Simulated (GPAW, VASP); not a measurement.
VASP input:

### POSCAR
```
Be2C
1
    0.0000000000     2.1266000000     2.1266000000
    2.1266000000     0.0000000000     2.1266000000
    2.1266000000     2.1266000000     0.0000000000
Be C
2 1
Direct
  0.2500000000   0.2500000000   0.2500000000
  0.7500000000   0.7500000000   0.7500000000
  0.0000000000   0.0000000000   0.0000000000
```

**INCAR**
```
ALGO = Normal
EDIFF = 1E-6
ENCUT = 400
GGA = PE
ISIF = 2
ISMEAR = -1
LASPH = T
LCHARG = F
LREAL = F
LWAVE = F
NELM = 100
PREC = Accurate
SIGMA = 0.05
SYSTEM = Be2C
```

File KPOINTS:
```
Regular mesh
0
G
7 7 7
0 0 0
```

POTCAR, in this order: Be C (PBE.64 set). Program: vasp_std.

Problem. Write an input for GPAW that does the same calculation.

Solution. One input that does it (PBE, GPAW PAW datasets PBE (gpaw-data 1.0.1)):
```
from ase import Atoms
from ase.units import GPa
from gpaw import GPAW, PW, FermiDirac

atoms = Atoms(['Be', 'Be', 'C'],
              cell=[[0.000000, 2.126600, 2.126600],
                    [2.126600, 0.000000, 2.126600],
                    [2.126600, 2.126600, 0.000000]],
              scaled_positions=[[0.250000, 0.250000, 0.250000],
                                [0.750000, 0.750000, 0.750000],
                                [0.000000, 0.000000, 0.000000]],
              pbc=True)

calc = GPAW(mode=PW(950),
            xc='PBE',
            kpts=(7, 7, 7),
            occupations=FermiDirac(0.05),
            nbands=-8,
            convergence={'bands': -6},
            symmetry={'symmorphic': False, 'tolerance': 0.0005},
            maxiter=120)

atoms.calc = calc

energy = atoms.get_potential_energy()
print('Energy (eV):', round(energy, 6))
forces = atoms.get_forces()
print('Forces (eV/Ang):')
print(forces.round(5))
stress = atoms.get_stress()
print('Stress (GPa, Voigt):', (stress / GPa).round(4))
```
The two runs describe the same crystal, functional and task. Each code takes its own potentials, basis and convergence tests.

The structure is a typed Be2C crystal (Fm-3m). The cell was not relaxed at this level, and its volume differs by -5.9 % from the start's.
